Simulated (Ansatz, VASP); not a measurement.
Au3SI: VASP beside Ansatz

```
S I Au
1.0
     6.65006    0.00000    0.00000
     0.00000    6.65006    0.00000
     0.00000    0.00000    6.65006
S I Au
1 1 3
Direct
  0.00000 0.00000 0.00000
  0.50000 0.50000 0.50000
  0.50000 0.50000 0.00000
  0.50000 0.00000 0.50000
  0.00000 0.50000 0.50000
```

The cell comes from a database or a generator and needn't be the stable form of this composition.

Alike in both runs: task single point; functional PBEsol; k mesh 4 × 4 × 4; occupations gaussian, width 0.05 eV; no spin polarisation.

|  | VASP | Ansatz |
| --- | --- | --- |
| version | VASP 6.6.1 | Ansatz 0.2.0 |
| potentials or method | VASP PAW PBE potentials, release 64 (S, I, Au) | scalar-relativistic, plane waves, PAW |
| plane-wave cutoff (eV) | 520 | 420 |
| valence electrons in the cell | 46 | 80 |

|  | VASP | Ansatz | Ansatz less VASP |
| --- | --- | --- | --- |
| gap on the k mesh at the Fermi level (eV) | none | none | - |
| pressure (GPa) | -4.3 | -4.3 | +0.02 |

A gap of «none» marks a metal or a gap that the smearing closes. The functional is the same, so the differences come from potentials, cutoffs and numerics. The two sets of potentials don't hold the same shells in valence.

Caveats: the PAW data sets were made with another functional, which shifts forces and pressure a little (VASP). Spin-orbit coupling is left out, which matters for the levels of Au, I.
